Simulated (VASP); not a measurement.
A convergence study with VASP on RbCl (rock salt): one setting is varied, all else stays as given below, so the limit is that of these other settings.

```xyz
2
Lattice="0.0000 3.2900 3.2900 3.2900 0.0000 3.2900 3.2900 3.2900 0.0000" Properties=species:S:1:pos:R:3 pbc="T T T"
Rb     0.0000     0.0000     0.0000
Cl     3.2900     3.2900     3.2900
```

Calculation: PBE GGA, VASP's PBE PAW potentials (set 64) (plane waves; VASP). The tightest run used: 550 eV cut-off, 12×12×12 Monkhorst-Pack mesh, Gaussian smearing of 0.050 eV, potentials Rb_sv Cl.

Problem. The settings run are 1×1×1 mesh; 2×2×2 mesh; 3×3×3 mesh; 4×4×4 mesh; 5×5×5 mesh; 6×6×6 mesh; 7×7×7 mesh; 8×8×8 mesh; 9×9×9 mesh; 10×10×10 mesh; 11×11×11 mesh; 12×12×12 mesh. From which on does the energy per atom stay within 0.002 eV/atom of the tightest run?

Solution. From 3×3×3 mesh on: it is off by 0.0009 there and by no more than 0.002 in any finer run, while 2×2×2 mesh is off by 0.0067.
```tsv
setting	E (eV/atom)	pressure (GPa)	irreducible k-points	difference judged (eV/atom)
1×1×1 mesh	-2.0926	10.91	1	1.2399
2×2×2 mesh	-3.3392	0.77	2	0.0067
3×3×3 mesh	-3.3316	0.91	4	0.0009
4×4×4 mesh	-3.3325	0.89	10	0.0000
5×5×5 mesh	-3.3325	0.89	10	0.0000
6×6×6 mesh	-3.3325	0.89	28	0.0000
7×7×7 mesh	-3.3325	0.89	20	0.0000
8×8×8 mesh	-3.3325	0.89	60	0.0000
9×9×9 mesh	-3.3325	0.89	35	0.0000
10×10×10 mesh	-3.3325	0.89	110	0.0000
11×11×11 mesh	-3.3325	0.89	56	0.0000
12×12×12 mesh	-3.3325	0.89	182	0.0000
```

Left out are rungs that failed or repeat a setting and relaxations that didn't move; long series are thinned to 24 rows.

The compound is RbCl in the rock salt structure. The cell was not relaxed at this level.
